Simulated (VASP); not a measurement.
# Elastic response of wurtzite CdSe to biaxial (0001) strain between −2 % and +2 % in LDA

Stretching CdSe by 0.5 % in the (0001) plane and compressing it by the same amount produce almost equal and opposite stresses, 0.447 and −0.436 GPa. The strain energies nevertheless differ by almost a factor of two, 0.2624 against 0.5039 meV/atom. In linear elasticity they should be equal. The question matters for films held to a substrate, whose stress and stored energy are usually estimated from linear moduli. Normal strain, in-plane stress and energy per atom are calculated here in LDA for a static lattice with a stress-free normal. Strains are counted from the relaxed cell, and tension is positive.

## How the numbers were made

The start is a typed prototype cell. The crystal was relaxed with LDA. Equal strain is imposed in the (0001) plane; the strain along the normal is adjusted until the normal stress vanishes, and the atoms are relaxed with LDA. VASP 6.6.1, plane waves with PAW, cutoff 450 eV, no spin polarisation, no spin-orbit coupling, k mesh 8×8×5, static lattice.

Notes on method and selection:

- Runs that did not converge, have known faults or may not be shown are not listed, and runs on Ansatz's PAW sets soft_1 and soft_2 are kept to separate tables.

Columns:

- strain (%): strain in the plane (tension positive).
- gap (eV): band gap on the k mesh at LDA.
- normal strain (%): strain along the normal.
- stress (GPa): in-plane stress, tension positive.
- strain energy (meV/atom): energy per atom above the relaxed crystal.

Input lines of one member:

```
PREC = Accurate
ENCUT = 450
EDIFF = 1E-07
NELM = 120
ISMEAR = 0
SIGMA = 0.02
LREAL = .FALSE.
ALGO = Normal
GGA = CA
NBANDS = 24
LASPH = .TRUE.
LORBIT = 11
KPAR = 4
IBRION = 1
NSW = 25
```

Command (options for logging and memory left out): `mpirun -np 4 vasp_std`

## Computed values

| member | strain (%) | gap (eV) | normal strain (%) | stress (GPa) | strain energy (meV/atom) |
| --- | --- | --- | --- | --- | --- |
| −2 % | −2.0 | 0.427 | 1.907 | −1.842 | 6.733 |
| −1.5 % | −1.5 | 0.446 | 1.434 | −1.376 | 3.874 |
| −1 % | −1.0 | 0.460 | 0.972 | −0.898 | 1.776 |
| −0.5 % | −0.5 | 0.472 | 0.497 | −0.436 | 0.5039 |
| 0 % | 0.0 | 0.482 | 0.000 | −0.005 | 0.01498 |
| +0.5 % | 0.5 | 0.488 | −0.452 | 0.447 | 0.2624 |
| +1 % | 1.0 | 0.478 | −0.923 | 0.893 | 1.273 |
| +1.5 % | 1.5 | 0.447 | −1.390 | 1.322 | 3.027 |
| +2 % | 2.0 | 0.417 | −1.853 | 1.750 | 5.515 |

Least-squares fits to the whole series, with x = strain (%); R² and errors in the fitted variable (y, or ln y where the fit is in ln y):

| y | members | fit | R² | rms residual | leave-one-out rms | the same for the mean of the others |
| --- | --- | --- | --- | --- | --- | --- |
| normal strain (%) | 9 | y = 0.02133 − 0.9417 x | 1.00 | 0.0086 | 0.010 | 1.4 |
| stress (GPa) | 9 | y = −0.01611 + 0.8976 x | 1.00 | 0.020 | 0.028 | 1.3 |

## Mechanism

As the in-plane strain goes from −2 % to +2 %, the normal strain falls from 1.907 % to −1.853 % and the stress rises from −1.842 to 1.750 GPa, both nearly in straight lines. The energy is close to a parabola, but a lopsided one.

The simplest model rests on three assumptions: stress is linear in strain, the normal stress is zero, and the reference cell is both free of stress and lowest in energy. Let x be the strain in the plane, z the strain along the normal and Cij the elastic constants with the atoms relaxed.

In a hexagonal crystal the normal stress is 2 C13 x + C33 z. Setting it to zero gives z = −r x, with r = 2 C13/C33.

The in-plane stress is σ = (C11 + C12) x + C13 z. Inserting z gives σ = M x, with the biaxial modulus M = C11 + C12 − 2 C13²/C33.

Work is done along two in-plane directions and none along the normal, so dU = 2 V σ dx, where V is the volume per atom. Integration gives U = k x², with k = V M.

The fits to the whole series give r = 0.94 and M = 0.8976 GPa per %, or about 90 GPa. The first means C13/C33 = 0.94 / 2 = 0.47. These are two combinations of four constants, so C11, C12, C13 and C33 do not follow one by one.

A positive r is usual in solids; its considerable size here fits a tetrahedral network, in which bending bond angles costs less than stretching bonds. Under tension the slanted bonds turn towards the plane and the crystal becomes thinner. The Cd–Se spacing along c grows as a fraction of c while c itself shrinks, so the length of the axial bond changes by a smaller fraction than c does, as expected of a stiff bond.

## The model against the table

The three parameters are fixed on the −1 % and +1 % members, averaging magnitudes so that terms of the wrong symmetry cancel:

r = (0.972 + 0.923) / 2 = 0.9475

M = (0.898 + 0.893) / 2 = 0.8955 GPa per %

k = (1.776 + 1.273) / 2 = 1.5245 meV/atom per %²

For +2 %:

- Normal strain: −0.9475 × 2.0 = −1.895 %; table −1.853 %.
- Stress: 0.8955 × 2.0 = 1.791 GPa; table 1.750 GPa.
- Energy: 1.5245 × 2.0² = 6.098 meV/atom; table 5.515 meV/atom.

For −2 %:

- Normal strain: 0.9475 × 2.0 = 1.895 %; table 1.907 %.
- Stress: −0.8955 × 2.0 = −1.791 GPa; table −1.842 GPa.
- Energy: again 6.098 meV/atom; table 6.733 meV/atom.

For +0.5 %:

- Normal strain: −0.9475 × 0.5 = −0.474 %; table −0.452 %.
- Stress: 0.8955 × 0.5 = 0.448 GPa; table 0.447 GPa.
- Energy: 1.5245 × 0.5² = 0.381 meV/atom; table 0.2624 meV/atom.

For −0.5 %:

- Normal strain: 0.9475 × 0.5 = 0.474 %; table 0.497 %.
- Stress: −0.8955 × 0.5 = −0.448 GPa; table −0.436 GPa.
- Energy: again 0.381 meV/atom; table 0.5039 meV/atom.

Doubling the strain beyond the fixing points costs the stress less than 3 % in accuracy, while the energy misses by about 10 %. At half the strain the energy is relatively worse, 45 % too high in tension and 24 % too low in compression. An anharmonic term alone would do the opposite and fade towards small strain.

## Departures from the trend

Largest departures from the fit to the whole series:

| member | normal strain (%) | fit | computed − fit | in rms residuals |
| --- | --- | --- | --- | --- |
| 0 % | 0.000 | 0.021 | −0.021 | 2.5 |
| +2 % | −1.853 | −1.862 | +0.009 | 1.1 |
| −1 % | 0.972 | 0.963 | +0.009 | 1.0 |
| −0.5 % | 0.497 | 0.492 | +0.005 | 0.6 |

The largest failure is in the energy, which the model puts too high in tension and too low in compression. The assumption at fault is that zero stress and lowest energy coincide. The ±0.5 % rows give a linear term of (0.2624 − 0.5039) / 1.0 = −0.2415 meV/atom per %. The minimum therefore lies near 0.2415 / (2 × 1.5245) = 0.079 % tension, equivalent to a stress of −0.8955 × 0.079 = −0.071 GPa at zero strain, where the table has −0.005 GPa. The likely cause is the finite plane-wave basis. At fixed cutoff a larger cell holds more plane waves, which lowers its energy, and the calculated stress omits this gain. Rebuilding the basis for the relaxed cell does not supply the missing term.

With the linear term added, the model gives 6.098 − 0.2415 × 2.0 = 5.615 meV/atom at +2 % and 6.098 + 0.2415 × 2.0 = 6.581 meV/atom at −2 %. The remaining misses, 5.615 − 5.515 = 0.100 and 6.581 − 6.733 = −0.152 meV/atom, have the sign of true anharmonicity: bonds soften when stretched and stiffen when compressed. The 0.01498 meV/atom at zero strain is a small offset that the model ignores.

The normal strain at 0 % lies 0.021 percentage points below its fit. Averages over each ± pair show a similar offset at every strain, which points to a slightly short reference cell along c, within reach of a small leftover normal stress.

## Conclusions and limits

From −2 % to +2 %, a constant biaxial modulus of about 90 GPa reproduces the stress of every strained member to about 3 %, and a constant r gives the normal strain within 0.05 percentage points. The energy reaches 3 % only with the linear term included, so a modulus drawn from energies should use both signs of strain. The unequal energies at ±0.5 % are thus most likely a product of the finite basis, not a property to be expected of a real film.

Two omitted effects can exceed these misses. The choice of functional is one: gradient-corrected functionals commonly give lower semiconductor moduli than LDA. The other is plastic relaxation. In a film thick enough to form misfit dislocations, stress and stored energy fall below the values for a coherent crystal.

[Logs are printed without paths, hosts, clocks, repeated set-up lines and the standing remarks that a program may print on its own settings, such as how far it seeks lower states.]
